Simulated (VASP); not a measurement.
# Al15VN16 (a cell with a defect) in VASP: a series of runs, part 3 of 3

VASP 6.6.1.

**4. Single point, PBEsol+U, collinear spin, ferromagnetic start**

The input, INCAR:

```
PREC = Accurate
ENCUT = 450
EDIFF = 1E-5
ISMEAR = 0
SIGMA = 0.03
LREAL = Auto
LASPH = T
NELM = 120
ALGO = Normal
ISIF = 2
LWAVE = F
LCHARG = F
ISPIN = 2
MAGMOM = 2 0 0 0 0 0 0 0 0 0 0 0 0 0 0 0 0 0 0 0 0 0 0 0 0 0 0 0 0 0 0 0
LORBIT = 11
NUPDOWN = 2
LMAXMIX = 4
LDAU = T
LDAUTYPE = 2
LDAUL = 2 -1 -1
LDAUU = 5 0 0
LDAUJ = 0 0 0
LDAUPRINT = 1
GGA = PS
NBANDS = 95
ISYM = 0
```

The input, KPOINTS:

```
regular mesh
0
Gamma
  3 3 2
```

The input, POSCAR:

```
Al15VN16                                
1.0
    6.2200008610      0.0000000000      0.0000000000
   -3.1100004305      5.3866787572      0.0000000000
    0.0000000000      0.0000000000      9.9600000000
  V               Al              N             
     1    15    16
Direct
     0.3339462031077833    0.1655845013366759    0.9967892864897081
     0.3329239994009887    0.1657477354820598    0.5006059976140617
     0.3331508591606504    0.6652072282347187    0.0012982336416985
     0.3337774338613263    0.6661574907524325    0.5002379399980950
     0.8339234230711378    0.1660947177653672    0.0013978145440340
     0.8324324194218385    0.1649850767525464    0.5004239977306171
     0.8343743607512842    0.6653028966716575    0.0012541177990506
     0.8325001105746448    0.6663011282337102    0.5004754417024805
     0.1665261355715225    0.3331420111836482    0.2522798592248666
     0.1647807686140959    0.3332514679127595    0.7486060177402787
     0.1666806719049509    0.8322655929790678    0.2522008986760891
     0.1650561066956219    0.8293191115516136    0.7483876802762978
     0.6674307482396713    0.3332014391258417    0.2521983097672650
     0.6690186132108622    0.3334918269781594    0.7484877350897750
     0.6670068543233434    0.8328569792182173    0.2503797118346553
     0.6661729748161009    0.8319980309158865    0.7508054668304641
     0.3335059111756788    0.1662318520209453    0.1991011090067683
     0.3328719353650405    0.1654116124126560    0.6931816221841979
     0.3332121356368496    0.6659244672032708    0.1919887535555219
     0.3343686030023052    0.6659123400995770    0.6902242412670399
     0.8337712652254317    0.1665716844513847    0.1920134867379347
     0.8320814273538387    0.1637822210065691    0.6903815966821883
     0.8339599774465508    0.6659868727634657    0.1919822747665406
     0.8322046625523606    0.6662914761800673    0.6904007791629162
     0.1658948375400347    0.3327614906381005    0.4429606085765306
     0.1603648423477533    0.3386697299963282    0.9382192696282809
     0.1658662490300261    0.8317819033282070    0.4429062357929371
     0.1606630880723585    0.8189495208317733    0.9379533017036469
     0.6670092706056584    0.3329382119839704    0.4429461841513594
     0.6805666995138786    0.3389524915935007    0.9380404322448845
     0.6663640332552218    0.8325358379562084    0.4406513554896014
     0.6671703791511848    0.8321300524396040    0.9423392400902381
```

Potentials or basis: VASP PAW PBE potentials, release 64 (V_sv, Al, N).

Launch:

```
cat potpaw_PBE.64/V_sv/POTCAR potpaw_PBE.64/Al/POTCAR potpaw_PBE.64/N/POTCAR > POTCAR
mpirun -np 1 vasp_std > vasp.out
```

OUTCAR:

```text
PREC = Accurate
   ENCUT = 450
   EDIFF = 1E-5
   ISMEAR = 0
   LREAL = Auto
   LASPH = T
   NELM = 120
   ISIF = 2
   ISPIN = 2
   LORBIT = 11
   NUPDOWN = 2
   GGA = PS
   ISYM = 0

 ion  position               nearest neighbor table
   1  0.334  0.166  0.997-  26 1.96  30 1.96  28 1.96  17 2.02  14 3.06  12 3.07  10 3.07   5 3.11
                             7 3.11   3 3.11   3 3.11   7 3.11   5 3.11  11 3.11  13 3.11   9 3.12
   2  0.333  0.166  0.501-  27 1.89  25 1.89  29 1.89  18 1.92  11 3.06   9 3.06  13 3.06  10 3.06
                            14 3.06  12 3.06   6 3.11   8 3.11   4 3.11   4 3.11   8 3.11   6 3.11
   3  0.333  0.665  0.001-  28 1.87  26 1.87  32 1.89  19 1.90  15 3.06  16 3.07   9 3.07  11 3.08
                            10 3.09  12 3.09   7 3.10   5 3.10   1 3.11   1 3.11   5 3.12   7 3.12
   4  0.334  0.666  0.500-  25 1.88  27 1.89  31 1.89  20 1.89  12 3.05   9 3.05  11 3.05  10 3.06
                            15 3.07  16 3.07   8 3.10   6 3.10   2 3.11   2 3.11   6 3.12   8 3.12
   5  0.834  0.166  0.001-  30 1.87  26 1.87  32 1.89  21 1.90  15 3.06   9 3.07  16 3.08  13 3.08
                            10 3.08  14 3.09   7 3.10   3 3.10   1 3.11   1 3.11   3 3.12   7 3.12
   6  0.832  0.165  0.500-  29 1.88  25 1.89  31 1.89  22 1.89  14 3.05  10 3.05  13 3.06   9 3.06
                            15 3.07  16 3.07   8 3.10   4 3.10   2 3.11   2 3.11   4 3.12   8 3.12
   7  0.834  0.665  0.001-  30 1.87  28 1.87  32 1.89  23 1.90  15 3.07  13 3.07  11 3.07  16 3.08
                            12 3.08  14 3.09   3 3.10   5 3.10   1 3.11   1 3.11   5 3.12   3 3.12
   8  0.833  0.666  0.500-  29 1.88  27 1.89  31 1.89  24 1.89  12 3.05  14 3.05  13 3.06  11 3.06
                            15 3.07  16 3.07   4 3.10   6 3.10   2 3.11   2 3.11   6 3.12   4 3.12
   9  0.167  0.333  0.252-  17 1.87  21 1.89  19 1.89  25 1.90   4 3.05   6 3.06   2 3.06   3 3.07
[... 17 lines left out ...]
  19  0.333  0.666  0.192-  15 1.89   9 1.89  11 1.89   3 1.90
  20  0.334  0.666  0.690-  12 1.88  10 1.88  16 1.89   4 1.89
  21  0.834  0.167  0.192-  15 1.89   9 1.89  13 1.89   5 1.90
  22  0.832  0.164  0.690-  10 1.88  14 1.88  16 1.89   6 1.89
[... 8 lines left out ...]
  31  0.666  0.833  0.441-   8 1.89   6 1.89   4 1.89  15 1.90
  32  0.667  0.832  0.942-   7 1.89   3 1.89   5 1.89  16 1.91

IMPORTANT INFORMATION: All symmetrisations will be switched off!
NOSYMM: (Re-)initialisation of all symmetry stuff for point group C_1.
[... 1086 lines left out ...]
      6      -8.1428      1.00000
[... 829 lines left out ...]
     80      12.9224      0.00000
     81      13.1966      0.00000
 [bands above 81 left out]

------------------------ aborting loop because EDIFF is reached ----------------------------------------

  FORCE on cell =-STRESS in cart. coord.  units (eV):
  Direction    XX          YY          ZZ          XY          YZ          ZX
  --------------------------------------------------------------------------------------
  -------------------------------------------------------------------------------------
  Total        6.7868120      6.7880067      3.7713615     -0.0169563      0.0072524     -0.0055227
  in kB       32.5840860     32.5898220     18.1066408     -0.0814085      0.0348192     -0.0265148
  external PRESSURE =      27.7601829 kB  Pullay stress =       0.0000000 kB

 VOLUME and BASIS-vectors are now :
 -----------------------------------------------------------------------------
  energy-cutoff  :      450.00
  volume of cell :      333.71
      direct lattice vectors                 reciprocal lattice vectors
     6.220000861  0.000000000  0.000000000     0.160771682  0.092821574  0.000000000
    -3.110000430  5.386678757  0.000000000     0.000000000  0.185643148  0.000000000
     0.000000000  0.000000000  9.960000000     0.000000000  0.000000000  0.100401606

 POSITION                                       TOTAL-FORCE (eV/Angst)
 -----------------------------------------------------------------------------------
      1.56218      0.89195      9.92802        -0.009666     -0.002608      0.050199
      1.55531      0.89283      4.98604         0.001870      0.005770      0.000448
      0.00340      3.58326      0.01293        -0.037210     -0.020609     -0.046498
      0.00435      3.58838      4.98237         0.001225      0.000742      0.023662
      4.67045      0.89470      0.01392         0.006091      0.046900     -0.058025
      4.66463      0.88872      4.98422         0.012180     -0.002142      0.004872
[... 24 lines left out ...]
      1.55560      4.48460      4.38889        -0.001686     -0.001174     -0.000026
      1.56188      4.48242      9.38570        -0.016035      0.000908     -0.000067
 -----------------------------------------------------------------------------------
    total drift:                               -0.001592      0.001760     -0.008244

  FREE ENERGIE OF THE ION-ELECTRON SYSTEM (eV)
  ---------------------------------------------------
  free  energy   TOTEN  =      -250.1561201667 eV

  energy  without entropy=     -250.1561201667  energy(sigma->0) =     -250.15612017

 total charge

# of ion       s       p       d       tot
------------------------------------------
    1        2.303   6.261   3.043  11.608
    2        0.368   0.440   0.000   0.808
    3        0.371   0.452   0.000   0.824
    4        0.370   0.448   0.000   0.818
    5        0.371   0.452   0.000   0.824
    6        0.370   0.448   0.000   0.818
[... 24 lines left out ...]
   31        1.223   2.619   0.000   3.842
   32        1.223   2.609   0.000   3.832
--------------------------------------------------
tot         27.462  54.802   3.043  85.307

 magnetization (x)

# of ion       s       p       d       tot
------------------------------------------
    1        0.018   0.010   1.883   1.910
    2        0.000  -0.000   0.000  -0.000
    3        0.002   0.003   0.000   0.005
    4        0.000   0.000   0.000   0.000
    5        0.002   0.003   0.000   0.005
    6        0.000   0.000   0.000   0.000
[... 24 lines left out ...]
   31        0.000  -0.000   0.000   0.000
   32        0.000   0.000   0.000   0.000
--------------------------------------------------
tot          0.022  -0.018   1.883   1.887
```

OSZICAR:

```text
N       E                     dE             d eps       ncg     rms          rms(c)
DAV:   1     0.638023636321E+03    0.63802E+03   -0.61373E+04  4088   0.119E+03
DAV:   2    -0.226368410499E+03   -0.86439E+03   -0.83147E+03  4692   0.270E+02
DAV:   3    -0.288495951374E+03   -0.62128E+02   -0.61078E+02  4576   0.784E+01
[... 15 lines left out ...]
DAV:  19    -0.250155491680E+03   -0.87869E-03   -0.28578E-03  4816   0.128E-01    0.956E-02
DAV:  20    -0.250155964931E+03   -0.47325E-03   -0.24391E-03  4848   0.121E-01    0.554E-02
DAV:  21    -0.250156098961E+03   -0.13403E-03   -0.12743E-03  4896   0.878E-02    0.278E-02
DAV:  22    -0.250156118740E+03   -0.19780E-04   -0.14152E-04  4248   0.328E-02    0.167E-02
DAV:  23    -0.250156120167E+03   -0.14264E-05   -0.32816E-05  2944   0.150E-02
   1 F= -.25015612E+03 E0= -.25015612E+03  d E =-.269348E-19  mag=     2.0000
```

stdout:

```text
POSCAR found type information on POSCAR V AlN
 POSCAR found :  3 types and      32 ions
 scaLAPACK will be used
 -----------------------------------------------------------------------------
|                                                                             |
|                                                                             |
|     You enforced a specific xc type in the INCAR file but a different       |
|     I HOPE YOU KNOW WHAT YOU ARE DOING!                                     |
|                                                                             |
 -----------------------------------------------------------------------------

 LDA part: xc-table for (Slater+PW92), standard interpolation
 POSCAR, INCAR and KPOINTS ok, starting setup
 FFT: planning ... GRIDC
 FFT: planning ... GRID_SOFT
 FFT: planning ... GRID
 WAVECAR not read
 entering main loop
```

Wall time 24 min (1 thread of Intel Xeon Platinum 8488C (Sapphire Rapids), shared host); peak memory 0.7 GiB.

Results:

| Quantity | Value |
| --- | --- |
| Free energy | -250.1561 eV |
| Largest force | 0.309 eV/Å |
| Net moment | 2.00 μB per cell |
| Site moments | V +1.91; Al -0.00, +0.01, +0.00; N -0.01, -0.00, +0.00 μB |
| Valence electrons inside the program's atomic spheres | V 11.61; Al 0.81, 0.82; N 3.83, 3.84, 3.85 |

Forces in eV/Å, atoms in the order of the input:
```
V   -0.010 -0.003  0.050
Al   0.002  0.006  0.000
Al  -0.037 -0.021 -0.046
Al   0.001  0.001  0.024
Al   0.006  0.047 -0.058
Al   0.012 -0.002  0.005
Al   0.018 -0.014 -0.049
Al   0.008 -0.004 -0.002
Al  -0.002 -0.004  0.017
Al  -0.024  0.026  0.017
Al  -0.002 -0.007  0.026
Al   0.000 -0.032  0.027
Al   0.009 -0.008  0.029
Al   0.037  0.018  0.020
Al  -0.005 -0.007  0.001
Al   0.005  0.003 -0.002
N    0.008 -0.006  0.219
N    0.014  0.000  0.008
N    0.006  0.003  0.013
N    0.011  0.017 -0.006
N   -0.007 -0.011  0.014
N   -0.003 -0.002 -0.019
N   -0.010 -0.003  0.002
N   -0.003  0.000 -0.021
N    0.003 -0.001 -0.014
N   -0.255  0.150 -0.089
N    0.014  0.000 -0.003
N   -0.011 -0.282 -0.075
N    0.000 -0.004 -0.007
N    0.231  0.140 -0.080
N   -0.002 -0.001  0.000
N   -0.016  0.001  0.000
```

Eigenvalues of the final occupation matrices:
| site | spin | trace | eigenvalues |
| --- | --- | --- | --- |
| site 1 d | 1 | 2.48 | 0.21 0.22 0.22 0.92 0.92 |
| site 1 d | 2 | 0.59 | 0.05 0.05 0.16 0.17 0.17 |

Caveat: the k mesh is coarse (spacing up to 0.39 Å⁻¹), so the values aren't converged; the cutoff is under 1.25 times the usual one of these potentials, so pressure, stress and relaxed cells hold a basis-set (Pulay) error; the PAW data sets were made with another functional, which shifts forces and pressure a little; the total moment is fixed, so each spin has its own Fermi level.

**5. The runs side by side**

| task | U | fixed moment (μB) | cell | mesh quality | moment (μB) | largest force (eV/Å) |
| --- | --- | --- | --- | --- | --- | --- |
| relaxation of the atoms | V d U = 3 eV | 2 | atoms relaxed from: atoms moved at random, drawn with an rms of 0.05 Å | coarse | 2.00 | 0.02 |
| single point | V d U = 3 eV | - | as given | not flagged | 2.01 | 0.02 |
| single point | V d U = 5 eV | 2 | as given | coarse | 2.00 | 0.31 |

Alike in all rows: level PBEsol+U; potentials or basis VASP PAW PBE potentials, release 64 (V_sv, Al, N); spin collinear, ferromagnetic start; k mesh 3 × 3 × 2; cutoff (eV) 450; smearing gaussian 0.03 eV.

Caveats: some runs use coarse meshes; the cutoff is under 1.25 times the usual one of these potentials, so pressure, stress and relaxed cells hold a basis-set (Pulay) error; the PAW data sets were made with another functional, which shifts forces and pressure a little; the total moment is fixed, so each spin has its own Fermi level (some runs).

Total energies depend on the potentials used, so only differences within one code and one set of settings carry meaning.
